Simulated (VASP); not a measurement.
An input for Quantum ESPRESSO's pw.x (written as the equivalent of a VASP run, and not itself run):

```
&CONTROL
  calculation = 'scf'
  pseudo_dir = './pseudo'
  outdir = './out'
  tprnfor = .true.
  tstress = .true.
/
&SYSTEM
  ibrav = 0
  nat = 2
  ntyp = 2
  ecutwfc = 82.3
  occupations = 'smearing'
  smearing = 'methfessel-paxton'
  degauss = 0.00735
  input_dft = 'vdw-df-ob86'
/
&ELECTRONS
  conv_thr = 7.3e-09
  electron_maxstep = 100
/
ATOMIC_SPECIES
  Hg 200.592 Hg.upf
  Te 127.600 Te.upf
CELL_PARAMETERS angstrom
     0.0000000    3.3573503    3.3573503
     3.3573503    0.0000000    3.3573503
     3.3573503    3.3573503    0.0000000
ATOMIC_POSITIONS crystal
  Hg   0.0000000  0.0000000  0.0000000
  Te   0.2500000  0.2500000  0.2500000
K_POINTS automatic
  10 10 10 0 0 0
```

Translate this input to VASP (INCAR, KPOINTS, POSCAR, choice of POTCAR).

Several could match; the one computed here: 
### INCAR
```
# general
SYSTEM   = HgTe
PREC     = Accurate
ENCUT    = 520
LREAL    = .FALSE.   # projection in real space or not
LASPH    = .TRUE.   # aspherical one-centre terms

# electronic loop
EDIFF    = 1E-7
NELM     = 100   # most electronic steps
ALGO     = Normal
LMAXMIX  = 6   # l cut-off of mixed one-centre charges

# smearing
ISMEAR   = 1
SIGMA    = 0.1

# functional
GGA      = MK
LUSE_VDW = .TRUE.
AGGAC    = 0.0
PARAM1   = 0.1234
PARAM2   = 1.0

# ions
ISIF     = 2   # forces and stress, cell fixed

# output
LWAVE    = .FALSE.
LCHARG   = .FALSE.
```

POSCAR:
```
HgTe
1
    0.0000000000     3.3573503118     3.3573503118
    3.3573503118     0.0000000000     3.3573503118
    3.3573503118     3.3573503118     0.0000000000
Hg Te
1 1
Direct
  0.0000000000   0.0000000000   0.0000000000
  0.2500000000   0.2500000000   0.2500000000
```

### KPOINTS
```
Regular mesh
0
gamma
  10 10 10
0 0 0
```

POTCAR, in this order: Hg Te (PBE.64 set). Program: vasp_std.

The two are equivalent in intent, not identical: the potentials are each code's own (VASP's PAW set, PseudoDojo norm-conserving files in pw.x), so ENCUT and ecutwfc are chosen apart and not converted; conv_thr bounds pw.x's estimated SCF error, while EDIFF bounds the energy change between steps.

The compound is HgTe in the zinc blende structure. This cell is one point of a volume scan, at 1.06 of the reference volume.
